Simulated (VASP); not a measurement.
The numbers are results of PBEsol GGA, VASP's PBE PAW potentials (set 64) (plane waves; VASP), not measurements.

VASP ran on this input.

INCAR:
```
SYSTEM = NiSi
PREC = Accurate
ENCUT = 400
EDIFF = 1E-6
NELM = 100
ALGO = Normal
LREAL = .FALSE.
LASPH = .TRUE.
ISMEAR = 1
SIGMA = 0.1
GGA = PS
LMAXMIX = 4
LWAVE = .FALSE.
LCHARG = .FALSE.
IBRION = 2
ISIF = 3
NSW = 60
EDIFFG = -0.01
```

**KPOINTS**
```
Automatic mesh
0
Gamma
12 12 12
0 0 0
```

### POSCAR
```
NiSi
1.0
  0.0000000000   2.3432704802   2.3432704802
  2.3432704802   0.0000000000   2.3432704802
  2.3432704802   2.3432704802   0.0000000000
Ni Si
1 1
Cart
  0.0000000000   0.0000000000   0.0000000000
  2.3432704802   2.3432704802   2.3432704802
```

POTCAR, in this order: Ni Si (PBE.64 set). Program: vasp_std.

The resulting files:

OSZICAR:
```
       N       E                     dE             d eps       ncg     rms          rms(c)
DAV:   1     0.399329556936E+02    0.39933E+02   -0.54736E+03  1624   0.114E+03
DAV:   2    -0.119060207975E+02   -0.51839E+02   -0.48488E+02  1611   0.199E+02
DAV:   3    -0.135745272426E+02   -0.16685E+01   -0.16354E+01  1807   0.433E+01
DAV:   4    -0.136022521364E+02   -0.27725E-01   -0.27696E-01  1819   0.521E+00
DAV:   5    -0.136029571220E+02   -0.70499E-03   -0.70495E-03  1817   0.882E-01    0.137E+01
DAV:   6    -0.166289245165E+02   -0.30260E+01   -0.58374E+01  1710   0.146E+02    0.192E+01
DAV:   7    -0.119938253469E+02    0.46351E+01   -0.16458E+01  1785   0.900E+01    0.241E+00
DAV:   8    -0.119780943215E+02    0.15731E-01   -0.93501E-01  2170   0.128E+01    0.145E+00
DAV:   9    -0.119648410040E+02    0.13253E-01   -0.83666E-02  1897   0.492E+00    0.286E-01
DAV:  10    -0.119641341754E+02    0.70683E-03   -0.63496E-03  1882   0.153E+00    0.162E-01
DAV:  11    -0.119640396660E+02    0.94509E-04   -0.75055E-04  2057   0.464E-01    0.478E-02
DAV:  12    -0.119640318413E+02    0.78247E-05   -0.27650E-05  2031   0.773E-02    0.864E-03
DAV:  13    -0.119640300743E+02    0.17670E-05   -0.41608E-06  1146   0.315E-02    0.406E-03
DAV:  14    -0.119640300673E+02    0.70308E-08   -0.80364E-07   893   0.785E-03
   1 F= -.11964030E+02 E0= -.11963967E+02  d E =-.119640E+02
       N       E                     dE             d eps       ncg     rms          rms(c)
DAV:   1    -0.119707583791E+02   -0.67283E-02   -0.68981E-02  1701   0.518E+00    0.782E-01
DAV:   2    -0.119832957485E+02   -0.12537E-01   -0.21473E-01  1760   0.883E+00    0.119E+00
DAV:   3    -0.119642090712E+02    0.19087E-01   -0.95198E-02  1758   0.594E+00    0.111E-01
DAV:   4    -0.119640767957E+02    0.13228E-03   -0.89702E-04  1620   0.255E-01    0.355E-02
DAV:   5    -0.119640660276E+02    0.10768E-04   -0.60893E-05  2110   0.131E-01    0.116E-02
DAV:   6    -0.119640659352E+02    0.92427E-07   -0.44720E-06  1592   0.203E-02
   2 F= -.11964066E+02 E0= -.11964018E+02  d E =-.358679E-04
       N       E                     dE             d eps       ncg     rms          rms(c)
DAV:   1    -0.119653802807E+02   -0.13143E-02   -0.12905E-02  1698   0.225E+00    0.338E-01
DAV:   2    -0.119677111967E+02   -0.23309E-02   -0.40242E-02  1766   0.380E+00    0.515E-01
DAV:   3    -0.119641546534E+02    0.35565E-02   -0.18071E-02  1743   0.257E+00    0.514E-02
DAV:   4    -0.119641248730E+02    0.29780E-04   -0.16203E-04  1643   0.129E-01    0.114E-02
DAV:   5    -0.119641239249E+02    0.94814E-06   -0.77435E-06  1878   0.405E-02
   3 F= -.11964124E+02 E0= -.11964068E+02  d E =-.938576E-04
```

OUTCAR:
```
------------------------ aborting loop because EDIFF is reached ----------------------------------------
  FORCE on cell =-STRESS in cart. coord.  units (eV):
  Direction    XX          YY          ZZ          XY          YZ          ZX
  --------------------------------------------------------------------------------------
  Total        0.0096544      0.0096544      0.0096544      0.0000000     -0.0000000      0.0000000
  in kB        0.6027531      0.6027531      0.6027531      0.0000000     -0.0000000      0.0000000
  external PRESSURE =       0.6027531 kB  Pullay stress =       0.0000000 kB
  volume of cell :       25.66
      direct lattice vectors                 reciprocal lattice vectors
     0.000000000  2.341109392  2.341109392    -0.213573958  0.213573958  0.213573958
     2.341109392 -0.000000000  2.341109392     0.213573958 -0.213573958  0.213573958
     2.341109392  2.341109392  0.000000000     0.213573958  0.213573958 -0.213573958
 POSITION                                       TOTAL-FORCE (eV/Angst)
 -----------------------------------------------------------------------------------
      0.00000     -0.00000      0.00000         0.000000      0.000000      0.000000
      2.34111      2.34111      2.34111        -0.000000     -0.000000     -0.000000
 -----------------------------------------------------------------------------------
    total drift:                               -0.000000     -0.000000     -0.000000
  FREE ENERGIE OF THE ION-ELECTRON SYSTEM (eV)
  ---------------------------------------------------
  free  energy   TOTEN  =       -11.9641239249 eV

  energy  without entropy=      -11.9639571854  energy(sigma->0) =      -11.96406835

 reached required accuracy - stopping structural energy minimisation
```
(Selected blocks of OUTCAR.)

File CONTCAR:
```
NiSi
   1.00000000000000
     0.0000000000000000    2.3411093917543644    2.3411093917543644
     2.3411093917543644   -0.0000000000000000    2.3411093917543644
     2.3411093917543644    2.3411093917543644    0.0000000000000000
  Ni              Si
     1     1
Direct
     0.0000000000000000    0.0000000000000000    0.0000000000000000
     0.5000000000000000    0.5000000000000000    0.5000000000000000
```

The structure was generated: NiSi was put into the rock salt type (Fm-3m), which need not be its known phase. This run relaxes it. Symmetry was kept, so distortions that lower it aren't found. The start is the result of an earlier pass. The run is not spin-polarised, so no magnetic state was tried.
